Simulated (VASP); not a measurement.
OSZICAR of a VASP run on Al$_{3}$GaN$_{4}$ (space group Pm):

**OSZICAR**
```
       N       E                     dE             d eps       ncg     rms          rms(c)
DAV:   1     0.344947209087E+03    0.34495E+03   -0.20482E+04  3456   0.211E+03
DAV:   2    -0.448244210430E+02   -0.38977E+03   -0.37669E+03  4030   0.509E+02
DAV:   3    -0.954494959712E+02   -0.50625E+02   -0.50160E+02  3876   0.158E+02
DAV:   4    -0.975598327654E+02   -0.21103E+01   -0.21030E+01  4596   0.348E+01
DAV:   5    -0.976018330188E+02   -0.42000E-01   -0.41920E-01  4418   0.452E+00    0.171E+01
DAV:   6    -0.812858337114E+02    0.16316E+02   -0.33489E+01  5170   0.590E+01    0.721E+00
DAV:   7    -0.783568787089E+02    0.29290E+01   -0.23024E+00  3836   0.122E+01    0.404E+00
DAV:   8    -0.830801674435E+02   -0.47233E+01   -0.42849E+00  4158   0.149E+01    0.327E+00
DAV:   9    -0.798653483787E+02    0.32148E+01   -0.17249E+00  3516   0.957E+00    0.620E-01
DAV:  10    -0.795283237833E+02    0.33702E+00   -0.35019E-01  4250   0.520E+00    0.244E-01
DAV:  11    -0.795375979711E+02   -0.92742E-02   -0.49960E-02  3602   0.224E+00    0.367E-01
DAV:  12    -0.795468780535E+02   -0.92801E-02   -0.47497E-03  5102   0.632E-01    0.306E-01
DAV:  13    -0.795524109545E+02   -0.55329E-02   -0.16059E-03  3942   0.664E-01    0.146E-01
DAV:  14    -0.795606042722E+02   -0.81933E-02   -0.32498E-03  3508   0.550E-01    0.466E-02
DAV:  15    -0.795607458406E+02   -0.14157E-03   -0.20494E-04  4774   0.172E-01    0.472E-02
DAV:  16    -0.795606983857E+02    0.47455E-04   -0.31230E-05  4950   0.126E-01    0.383E-02
DAV:  17    -0.795607509784E+02   -0.52593E-04   -0.87382E-05  4756   0.195E-01    0.560E-03
DAV:  18    -0.795607572755E+02   -0.62972E-05   -0.15028E-05  4868   0.421E-02    0.115E-02
DAV:  19    -0.795607641375E+02   -0.68620E-05   -0.64199E-06  3694   0.407E-02    0.240E-03
DAV:  20    -0.795607647312E+02   -0.59370E-06   -0.17111E-06  3984   0.310E-02    0.513E-03
DAV:  21    -0.795607673903E+02   -0.26591E-05   -0.85743E-07  3596   0.102E-02    0.223E-03
DAV:  22    -0.795607676041E+02   -0.21377E-06   -0.10020E-07  2650   0.454E-03    0.885E-04
DAV:  23    -0.795607674999E+02    0.10415E-06   -0.81157E-08  1976   0.253E-03    0.214E-04
DAV:  24    -0.795607675595E+02   -0.59548E-07   -0.36033E-08  1878   0.228E-03
   1 F= -.79560768E+02 E0= -.79560768E+02  d E =0.000000E+00
       N       E                     dE             ncg
```

Problem. Which electronic solver shows in the log?

Solution. It is blocked Davidson (ALGO = Normal, or the opening steps of other solvers). The INCAR had ALGO = Normal.

Problem. Can the final energy be trusted as converged?

Solution. The run converged. It stopped with EDIFF = 1E-7, NELM = 100 (r2SCAN meta-GGA, plane waves, VASP's PBE PAW potentials (set 64)).

The structure comes from a computed database's Al3GaN4 entry (Pm); how it stands against other phases isn't given here. It was relaxed first.
